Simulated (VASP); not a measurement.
Wanted: the native input for a VASP 6.6.1 run.

* Task: single point
* Functional: LDA
* Potentials or basis: VASP PAW LDA potentials, release 64 (Y_sv, Te)
* Cutoff: 520 eV
* k mesh: 6 × 6 × 6
* Occupations: gaussian, width 0.1 eV
* Spin: no spin polarisation
* Dipole correction: no
* Further INCAR settings: ALGO = Fast; EDIFF = 1e-06; NBANDS = 16

The structure of YTe lies in POSCAR:

```
YTe
1.0
    0.0000000000      3.0475000000      3.0475000000
    3.0475000000      0.0000000000      3.0475000000
    3.0475000000      3.0475000000      0.0000000000
Y Te
1 1
Direct
    0.0000000000      0.0000000000      0.0000000000
    0.5000000000      0.5000000000      0.5000000000
```

These files were run (other wordings do the same):

INCAR

```
PREC = Accurate ; ENCUT = 520
EDIFF = 1E-6 ; ISMEAR = 0
SIGMA = 0.1 ; LREAL = F
LASPH = T ; NELM = 100
ALGO = Fast ; ISIF = 2
LWAVE = F ; LCHARG = F
GGA = CA ; NBANDS = 16
```

KPOINTS

```
regular mesh
0
Gamma
  6 6 6
```

Potentials or basis: VASP PAW LDA potentials, release 64 (Y_sv, Te).

Run with:

```console
$ cat potpaw_LDA.64/Y_sv/POTCAR potpaw_LDA.64/Te/POTCAR > POTCAR
$ mpirun -np 1 vasp_std > vasp.out
```

It gave:

- Pressure: -2.1 GPa
- Band gap on the k mesh: none (metal or under the smearing width)

It took 13 s on 1 thread of AMD EPYC 9R45 (Zen 5), with other jobs on the host, peak memory 0.14 GiB.
